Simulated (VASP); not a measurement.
An input for Ansatz (written as the equivalent of a VASP run, and not itself run):

Ansatz 0.2 input:
```yaml
crystal:
  lattice:
    - [4.5845890, 0.0000000, 0.0000000]
    - [-2.2922940, 3.9703700, 0.0000000]
    - [0.0000000, 0.0000000, 5.6173800]
  atoms:
    - { symbol: B, position: [0.3333330, 0.6666670, 0.2500000] }
    - { symbol: B, position: [0.6666670, 0.3333330, 0.7500000] }
    - { symbol: Hf, position: [0.0000000, 0.0000000, 0.0000000] }
    - { symbol: Hf, position: [0.0000000, 0.0000000, 0.5000000] }
    - { symbol: Hf, position: [0.3333330, 0.6666670, 0.7500000] }
    - { symbol: Hf, position: [0.6666670, 0.3333330, 0.2500000] }
kpoints:
  mp_grid: { grid: [4, 4, 3] }
hamiltonian:
  xc: pbe
  pseudopotentials: { kind: paw }
scf:
  occupations: { method: fermi_dirac, width: 0.1 }
  max_iter: 100
output: { forces: true, stress: true, eigenvalues: true }
```

### Question
Translate this input to VASP (INCAR, KPOINTS, POSCAR, choice of POTCAR).

### Answer
One answer among several that fit: 
### KPOINTS
```
Regular mesh
0
G
  4 4 3
0 0 0
```

### INCAR
```
LCHARG = .FALSE.
ENCUT = 400
LWAVE = .FALSE.
ISMEAR = -1   # Fermi-Dirac
LREAL = .FALSE.   # projection in real space or not
LASPH = .TRUE.   # aspherical one-centre terms
NELM = 100   # most electronic steps
SIGMA = 0.1
ISIF = 2
EDIFF = 1E-6   # SCF stop (eV)
GGA = PE   # PBE
ALGO = Normal   # blocked Davidson
SYSTEM = Hf2B
LMAXMIX = 6   # l cut-off of mixed one-centre charges
PREC = Accurate
```

File POSCAR:
```
Hf2B
11.234760
  0.4080718235   0.0000000000   0.0000000000
 -0.2040358673   0.3534005177   0.0000000000
  0.0000000000   0.0000000000   0.5000000000
B Hf
2 4
Cartesian
 -0.0000001744   0.2356004629   0.1250000000
  0.2040361306   0.1178000548   0.3750000000
  0.0000000000   0.0000000000   0.0000000000
  0.0000000000   0.0000000000   0.2500000000
 -0.0000001744   0.2356004629   0.3750000000
  0.2040361306   0.1178000548   0.1250000000
```

POTCAR, in this order: B Hf_pv (PBE.64 set). Program: vasp_std.

The two are equivalent in intent, not identical: each code has its own PAW files, so the cut-off isn't converted (ENCUT is set for VASP's; basis.ecutwfc is left out, and Ansatz then takes the one that its files recommend); Ansatz stops its SCF on the density residual and VASP on the energy change (EDIFF).

The structure was generated: Hf2B was put into an ordered model structure, which need not be its known phase. The cell was not relaxed at this level. The k-mesh is coarse (spacing up to 0.40 per Å, 2π included), so the numbers may not be converged in it.
